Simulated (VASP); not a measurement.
Here is the system:

```xyz
2
Lattice="4.6594 0.0000 0.0000 0.0000 4.6594 0.0000 0.0000 0.0000 4.6594" Properties=species:S:1:pos:R:3 pbc="T T T"
Cs     0.0000     0.0000     0.0000
I      2.3297     2.3297     2.3297
```

The numbers are results of MS2 meta-GGA, VASP's PBE PAW potentials (set 64) (plane waves; VASP 6.6.1), not measurements. Numerical set-up: 520 eV cut-off, 6×6×6 Γ-centred mesh, Gaussian smearing of 0.050 eV, potentials Cs_sv I.

Unless said otherwise, spin-orbit coupling is left out, though it shifts the bands of the heavy elements here.

Q: What does the run give for the energy per atom (σ→0), band gap (on the k-mesh) with the smallest direct gap where there is one?

A: 
```
Property                                     Value
-----------------------------------  -------------
band gap (on the k-mesh)                   4.45 eV
smallest direct gap (on the k-mesh)        4.55 eV
energy per atom (σ→0)                2.166 eV/atom
```

The absolute energy has meaning only against runs of the same code, potentials and settings.

The compound is CsI in the CsCl type structure. This cell is one point of a volume scan, at 1.03 of the reference volume.
